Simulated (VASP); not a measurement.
Output of a VASP run:

**OUTCAR**
```
 ion  position               nearest neighbor table
   1  0.000  0.000  0.000-
  LATTYP: Found a body centered cubic cell.
 ALAT       =     3.4281926642
 Subroutine PRICEL returns:
 Original cell was already a primitive cell.
 Subroutine GETGRP returns: Found 48 space group operations
The static configuration has the point symmetry O_h .
The dynamic configuration has the point symmetry O_h .
 Subroutine INISYM returns: Found 48 space group operations
 Subroutine IBZKPT returns following result:
 Found    120 irreducible k-points:

 Following reciprocal coordinates:
            Coordinates               Weight
  0.000000  0.000000  0.000000      1.000000
  0.066667  0.000000  0.000000     12.000000
  0.133333  0.000000  0.000000     12.000000
  0.200000  0.000000  0.000000     12.000000
  0.266667  0.000000  0.000000     12.000000
  0.333333  0.000000  0.000000     12.000000
  0.400000  0.000000  0.000000     12.000000
  0.466667  0.000000  0.000000     12.000000
  0.066667  0.066667  0.000000     24.000000
  0.133333  0.066667  0.000000     48.000000
  0.200000  0.066667 -0.000000     48.000000
  0.266667  0.066667  0.000000     48.000000
  0.333333  0.066667  0.000000     48.000000
  0.400000  0.066667  0.000000     48.000000
  0.466667  0.066667  0.000000     24.000000
  0.133333  0.133333  0.000000     24.000000
  0.200000  0.133333  0.000000     48.000000
  0.266667  0.133333  0.000000     48.000000
  0.333333  0.133333  0.000000     48.000000
  0.400000  0.133333  0.000000     48.000000
  0.200000  0.200000  0.000000     24.000000
  0.266667  0.200000 -0.000000     48.000000
  0.333333  0.200000  0.000000     48.000000
  0.400000  0.200000  0.000000     24.000000
  0.266667  0.266667  0.000000     24.000000
  0.333333  0.266667  0.000000     48.000000
  0.333333  0.333333  0.000000      8.000000
  0.066667  0.066667  0.066667      8.000000
  0.133333  0.066667  0.066667     24.000000
  0.200000  0.066667  0.066667     24.000000
  0.266667  0.066667  0.066667     24.000000
  0.333333  0.066667  0.066667     24.000000
  0.400000  0.066667  0.066667     24.000000
 -0.066667  0.066667  0.066667      6.000000
  0.133333  0.133333  0.066667     24.000000
  0.200000  0.133333  0.066667     48.000000
  0.266667  0.133333  0.066667     48.000000
  0.333333  0.133333  0.066667     48.000000
  0.400000  0.133333  0.066667     24.000000
 -0.133333  0.133333  0.066667     24.000000
   k-points           NKPTS =    120   k-points in BZ     NKDIM =    120   number of bands    NBANDS=      5
   number of dos      NEDOS =    301   number of ions     NIONS =      1
   total plane-waves  NPLWV =  13824
   dimension x,y,z NGX =    24 NGY =   24 NGZ =   24
   dimension x,y,z NGXF=    48 NGYF=   48 NGZF=   48
   ions per type =               1
   PREC   = accura    normal or accurate (medium, high low for compatibility)
   ISTART =      0    job   : 0-new  1-cont  2-samecut
   ICHARG =      2    charge: 1-file 2-atom 10-const
   ISPIN  =      1    spin polarized calculation?
   LNONCOLLINEAR =      F non collinear calculations
   LSORBIT =      F    spin-orbit coupling
   INIWAV =      1    electr: 0-lowe 1-rand  2-diag
   ENCUT  =  520.0 eV  38.22 Ry    6.18 a.u.   5.52  5.52  5.52*2*pi/ulx,y,z
   NELM   =    100;   NELMIN=  2; NELMDL= -5     # of ELM steps
   EDIFF  = 0.1E-06   stopping-criterion for ELM
   LREAL  =      F    real-space projection
   NLSPLINE    = F    spline interpolate recip. space projectors
   LMAXMIX     =    2 max onsite mixed and CHGCAR
   VOSKOWN=      0    Vosko Wilk Nusair interpolation
   EDIFFG = 0.1E-05   stopping-criterion for IOM
   NSW    =      0    number of steps for IOM
   NBLOCK =      1;   KBLOCK =      1    inner block; outer block
   IBRION =     -1    ionic relax: 0-MD 1-quasi-New 2-CG
   NFREE  =      0    steps in history (QN), initial steepest desc. (CG)
...
```

**OSZICAR**
```
       N       E                     dE             d eps       ncg     rms          rms(c)
DAV:   1     0.593868338343E+00    0.59387E+00   -0.70765E+02  1230   0.418E+02
DAV:   2    -0.178541143404E+01   -0.23793E+01   -0.22588E+01  1695   0.593E+01
DAV:   3    -0.190272248087E+01   -0.11731E+00   -0.11696E+00  1475   0.888E+00
DAV:   4    -0.190491006537E+01   -0.21876E-02   -0.21873E-02  1570   0.130E+00
DAV:   5    -0.190494703233E+01   -0.36967E-04   -0.36967E-04  1480   0.126E-01    0.209E-01
DAV:   6    -0.190385588231E+01    0.10912E-02   -0.30045E-04  1960   0.104E-01    0.120E-01
DAV:   7    -0.190336264100E+01    0.49324E-03   -0.74548E-04  2025   0.169E-01    0.289E-02
DAV:   8    -0.190336125048E+01    0.13905E-05   -0.10253E-05  1250   0.383E-02    0.143E-03
DAV:   9    -0.190335863882E+01    0.26117E-05   -0.70541E-07  1620   0.113E-02    0.475E-04
DAV:  10    -0.190335751100E+01    0.11278E-05   -0.29097E-08   690   0.227E-03    0.500E-04
DAV:  11    -0.190335758340E+01   -0.72394E-07   -0.74539E-09   640   0.117E-03
   1 F= -.19033576E+01 E0= -.19033302E+01  d E =-.820103E-04
```

**OUTCAR**
```
------------------------ aborting loop because EDIFF is reached ----------------------------------------
  FORCE on cell =-STRESS in cart. coord.  units (eV):
  Direction    XX          YY          ZZ          XY          YZ          ZX
  --------------------------------------------------------------------------------------
  Total       -0.0003667     -0.0003667     -0.0003667      0.0000000      0.0000000     -0.0000000
  in kB       -0.0291612     -0.0291612     -0.0291612      0.0000000      0.0000000     -0.0000000
  external PRESSURE =      -0.0291612 kB  Pullay stress =       0.0000000 kB
  volume of cell :       20.14
      direct lattice vectors                 reciprocal lattice vectors
    -1.714096332  1.714096332  1.714096332     0.000000000  0.291698892  0.291698892
     1.714096332 -1.714096332  1.714096332     0.291698892  0.000000000  0.291698892
     1.714096332  1.714096332 -1.714096332     0.291698892  0.291698892  0.000000000
 POSITION                                       TOTAL-FORCE (eV/Angst)
 -----------------------------------------------------------------------------------
      0.00000      0.00000      0.00000         0.000000     -0.000000     -0.000000
 -----------------------------------------------------------------------------------
    total drift:                               -0.000000      0.000000     -0.000000
  FREE ENERGIE OF THE ION-ELECTRON SYSTEM (eV)
  ---------------------------------------------------
  free  energy   TOTEN  =        -1.9033575834 eV

  energy  without entropy=       -1.9032755731  energy(sigma->0) =       -1.90333025
```
(Selected blocks of OUTCAR.)

POSCAR:
```
Li
1
   -1.7140963321     1.7140963321     1.7140963321
    1.7140963321    -1.7140963321     1.7140963321
    1.7140963321     1.7140963321    -1.7140963321
Li
1
Direct
  0.0000000000   0.0000000000   0.0000000000
```

Problem. Write an INCAR and KPOINTS that could have produced this output.

Solution. Several could match; the one computed here: the input of the run itself, PBE GGA, plane waves, VASP's PBE PAW potentials (set 64).

**KPOINTS**
```
Automatic mesh
0
Gamma
15 15 15
0 0 0
```

INCAR:
```
SYSTEM  =  Li
PREC  =  Accurate; ENCUT  =  520; LREAL  =  .FALSE.
LASPH  =  .TRUE.
EDIFF  =  1E-7; NELM  =  100; ALGO  =  Normal
ISMEAR  =  1; SIGMA  =  0.1
GGA  =  PE
ISIF  =  2
LWAVE  =  .FALSE.; LCHARG  =  .FALSE.
```

POTCAR, in this order: Li_sv (PBE.64 set). Program: vasp_std.

The compound is Li in the bcc structure. It was relaxed first, which changed the volume by -5 %.
